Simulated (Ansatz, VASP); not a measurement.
# NaSnF3 in VASP and in Ansatz

The input POSCAR:

```
NaSnF3
1.0
    4.8180254916      0.0000000000      0.0000000000
    0.0000000000      4.8180254916      0.0000000000
    0.0000000000      0.0000000000      4.8180254916
Na Sn F
1 1 3
Direct
    0.0000000000      0.0000000000      0.0000000000
    0.5000000000      0.5000000000      0.5000000000
    0.5000000000      0.5000000000      0.0000000000
    0.5000000000      0.0000000000      0.5000000000
    0.0000000000      0.5000000000      0.5000000000
```

INCAR.step1

```
SYSTEM = NaSnF3
  PREC = Accurate
  ENCUT = 520
  EDIFF = 1E-5
  ISMEAR = 0
  SIGMA = 0.01
  LREAL = .FALSE.
  LASPH = .TRUE.
  NELM = 100
  ALGO = Normal
  ISIF = 2
  LWAVE = .TRUE.
  LCHARG = .FALSE.
  NBANDS = 29
  GGA = PE
```

Contents of INCAR.step2:

```
SYSTEM = NaSnF3
  PREC = Accurate
  ENCUT = 520
  EDIFF = 1E-7
  ISMEAR = 0
  SIGMA = 0.01
  LREAL = .FALSE.
  LASPH = .TRUE.
  NELM = 100
  ALGO = Normal
  ISIF = 2
  LWAVE = .FALSE.
  LCHARG = .FALSE.
  GGA = PE
  LHFCALC = .TRUE.
  HFSCREEN = 0.2079
  PRECFOCK = Fast
  NBANDS = 29
  ISTART = 1
```

Contents of KPOINTS:

```
regular mesh
0
G
  4 4 4
  0 0 0
```

Input for Ansatz:

```yaml
crystal:
  lattice:
    - [4.8180254916, 0.0, 0.0]
    - [0.0, 4.8180254916, 0.0]
    - [0.0, 0.0, 4.8180254916]
  atoms:
    - { symbol: Na, position: [0.0, 0.0, 0.0] }
    - { symbol: Sn, position: [0.5, 0.5, 0.5] }
    - { symbol: F, position: [0.5, 0.5, 0.0] }
    - { symbol: F, position: [0.5, 0.0, 0.5] }
    - { symbol: F, position: [0.0, 0.5, 0.5] }
kpoints:
  mp_grid: { grid: [4, 4, 4] }
  band_path:
    path:
      - [0.0, 0.0, 0.0]
      - [0.0, 0.5, 0.0]
      - [0.5, 0.5, 0.0]
      - [0.5, 0.5, 0.5]
      - [0.0, 0.0, 0.5]
    npoints: 1
hamiltonian:
  xc: hse06
scf:
  occupations: { method: fixed }
  n_extra_bands: 5
output:
  forces: true
  stress: true
  eigenvalues: true
```

Change from the starting cell: hydrostatic strain +4.0%.

Alike in both runs: task single point; functional HSE06; k mesh 4 × 4 × 4; no spin polarisation.

```csv
,VASP,Ansatz
version,VASP 6.6.1,Ansatz 0.2.0
potentials or method,"VASP PAW PBE potentials, release 64 (Na_pv, Sn_d, F)","plane waves, PAW"
plane-wave cutoff (eV),520,420
occupations,"gaussian, width 0.01 eV",fixed
valence electrons in the cell,42,44
```

|  | VASP | Ansatz | Ansatz less VASP |
| --- | --- | --- | --- |
| gap on the k mesh at the Fermi level (eV) | 2.26 | 2.28 | +0.013 |
| pressure (GPa) | -3.5 | -3.4 | +0.07 |

The two sets of potentials don't hold the same shells in valence. Ansatz warned: «stress_exchange_threshold_loose».

Caveats: the PAW data sets were made with another functional, which shifts forces and pressure a little (VASP); spin-orbit coupling is left out, which moves the levels of the heavy elements. A k mesh can miss the band edges.
